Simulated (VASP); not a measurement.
A run of VASP 6.6.1 is set up as follows.

The input INCAR:

```
PREC = Accurate
ENCUT = 350
EDIFF = 1E-5
ISMEAR = 0
SIGMA = 0.03
LREAL = Auto
LASPH = T
NELM = 120
ALGO = Normal
ISIF = 2
LWAVE = F
LCHARG = F
ISPIN = 2
MAGMOM = 2 0 0 0 0 0 0 0 0 0 0 0 0 0 0 0 0 0 0 0 0 0 0 0
LORBIT = 11
NUPDOWN = 2
LMAXMIX = 4
LDAU = T
LDAUTYPE = 2
LDAUL = 2 -1 -1
LDAUU = 7 0 0
LDAUJ = 0 0 0
LDAUPRINT = 1
GGA = PS
NBANDS = 124
ISYM = 0
KPAR = 4
```

File KPOINTS:

```
regular mesh
0
Gamma
  3 3 2
```

Contents of POSCAR:

```
NiW7S16                                 
1.0
    6.3064000000      0.0000000000      0.0000000000
   -3.1532000000      5.4615026064      0.0000000000
    0.0000000000      0.0000000000     12.3230000000
  Ni              W               S             
     1     7    16
Direct
     0.2441643376671359    0.3721383431274681    0.2728131495588923
     0.1639309742341527    0.8321736142203424    0.2488359408039890
     0.6604437932151038    0.3228934555261335    0.2450054224006664
     0.6602810899053556    0.8377192559922045    0.2447826642787115
     0.3325747560861300    0.1674434860407231    0.7489173820359354
     0.3326168242861473    0.6672292315648212    0.7489130536254853
     0.8323898680427251    0.1672199860357033    0.7493509712577267
     0.8324209662878143    0.6672072572410852    0.7492154146128036
     0.1655727562508726    0.3338539201379221    0.6219969689862922
     0.1654849724258407    0.8337566497234233    0.6222902486028116
     0.6664025599574872    0.3340283481609018    0.6221464736308642
     0.6665193596655803    0.8345057724277047    0.6221374244223916
     0.3007065658215438    0.1702967730362382    0.1342610695662630
     0.3000505315980522    0.6301260909178567    0.1342774501745373
     0.7783564702500650    0.1391639379886068    0.1067347428261020
     0.8227802872689690    0.6613470559711293    0.1213572117286238
     0.1659047598716929    0.3340197004884705    0.8758420462504353
     0.1663160355492122    0.8341757373302974    0.8761640869879680
     0.6652682974927459    0.3339433986664839    0.8760362469971639
     0.6653420319357315    0.8333743630425913    0.8760190056674675
     0.3525598833568078    0.1610608191474582    0.3816452996221243
     0.3527111672006985    0.6919375322133223    0.3816316218516327
     0.8761733319862033    0.1880885585680597    0.3591086915555781
     0.8283343796439254    0.6643737124310494    0.3711884125555255
```

Potentials or basis: VASP PAW PBE potentials, release 64 (Ni, W_sv, S).

Launch:

```console
$ cat potpaw_PBE.64/Ni/POTCAR potpaw_PBE.64/W_sv/POTCAR potpaw_PBE.64/S/POTCAR > POTCAR
$ mpirun -np 4 vasp_std > vasp.out
```

Problem. What does it give for the pressure?

Solution. 0.4 GPa.

Problem. Predict the largest force.

Solution. 0.205 eV/Å.

Stress tensor (GPa, compression positive):
```
0.55 0.31 0.24
0.31 0.20 0.14
0.24 0.14 0.59
```

Caveat: the k mesh is coarse (spacing up to 0.38 Å⁻¹), so the values aren't converged; the PAW data sets were made with another functional, which shifts forces and pressure a little; the total moment is fixed, so each spin has its own Fermi level. The state reached can hang on the start; a lower one may exist.
